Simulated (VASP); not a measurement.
OSZICAR of a VASP run on CsPbCl3 (cubic perovskite):

### OSZICAR
```
       N       E                     dE             d eps       ncg     rms          rms(c)
DAV:   1     0.439950493002E+03    0.43995E+03   -0.20023E+04   520   0.159E+03
DAV:   2     0.378162729996E+02   -0.40213E+03   -0.39038E+03   600   0.372E+02
DAV:   3    -0.148246142825E+02   -0.52641E+02   -0.51901E+02   658   0.140E+02
DAV:   4    -0.170307390536E+02   -0.22061E+01   -0.22004E+01   638   0.340E+01
DAV:   5    -0.171124107084E+02   -0.81672E-01   -0.81616E-01   740   0.608E+00    0.793E+00
DAV:   6    -0.165162433167E+02    0.59617E+00   -0.13467E+00   698   0.113E+01    0.504E+00
DAV:   7    -0.164954714534E+02    0.20772E-01   -0.67973E-01   786   0.571E+00    0.192E+00
DAV:   8    -0.165029212340E+02   -0.74498E-02   -0.98434E-02   760   0.317E+00    0.460E-01
DAV:   9    -0.165027734191E+02    0.14781E-03   -0.14288E-02   764   0.115E+00    0.109E-01
DAV:  10    -0.165031541926E+02   -0.38077E-03   -0.13557E-03   678   0.246E-01    0.385E-02
DAV:  11    -0.165032229782E+02   -0.68786E-04   -0.12003E-04   712   0.114E-01    0.933E-03
DAV:  12    -0.165032276126E+02   -0.46344E-05   -0.22142E-05   832   0.644E-02    0.428E-03
DAV:  13    -0.165032281130E+02   -0.50036E-06   -0.30568E-06   604   0.203E-02
   1 F= -.73404650E+01 E0= -.73404650E+01  d E =-.734046E+01
```

Which electronic solver shows in the log?

It is blocked Davidson (ALGO = Normal, or the opening steps of other solvers). The INCAR had ALGO = Normal.

Can the final energy be trusted as converged?

Self-consistency was reached. It stopped with EDIFF = 1E-6, NELM = 100, NSW = 40 and EDIFFG = -0.02 after 1 ionic step (PBE GGA, plane waves, VASP's PBE PAW potentials (set 64)).

The compound is CsPbCl3 in the cubic perovskite structure, the ideal cubic form; the compound distorts at low or room temperature. It was relaxed first under an external pressure of 10 GPa.
